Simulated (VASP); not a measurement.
Method: revPBE GGA, VASP's PBE PAW potentials (set 64) (plane waves; VASP).

VASP ran on this input.

### INCAR
```
ALGO = Normal
EDIFF = 1E-7
EDIFFG = -0.01
ENCUT = 520
GGA = RE
IBRION = 2
ISIF = 4
ISMEAR = 0
LASPH = .TRUE.
LCHARG = .FALSE.
LMAXMIX = 4
LREAL = .FALSE.
LWAVE = .FALSE.
NELM = 100
NSW = 30
PREC = Accurate
SIGMA = 0.05
SYSTEM = ZrS2
```

KPOINTS:
```
Automatic mesh
0
Gamma
7 7 3
0 0 0
```

### POSCAR
```
ZrS2
1
    1.8917814308    -3.2766615784     0.0000000000
    1.8917814308     3.2766615784     0.0000000000
    0.0000000000     0.0000000000     7.9016935414
Zr S
1 2
Direct
  0.0000000000   0.0000000000   0.0000000000
  0.3333330000   0.6666670000   0.1870523942
  0.6666670000   0.3333330000   0.8129476058
```

POTCAR, in this order: Zr_sv S (PBE.64 set). Program: vasp_std.

What will the output report for the number of irreducible k-points (NKPTS), largest plane-wave count, number of space-group operations, FFT grid (NGX, NGY, NGZ)?

The number of irreducible k-points (NKPTS) comes out as 20 and the largest plane-wave count is 2656. The number of space-group operations is 12 and the FFT grid (NGX, NGY, NGZ) is 28 × 28 × 60.

The compound is ZrS2 in the 1T layered structure. This cell is one point of a volume scan, at 1.06 of the reference volume. Symmetry was kept, so distortions that lower it aren't found.
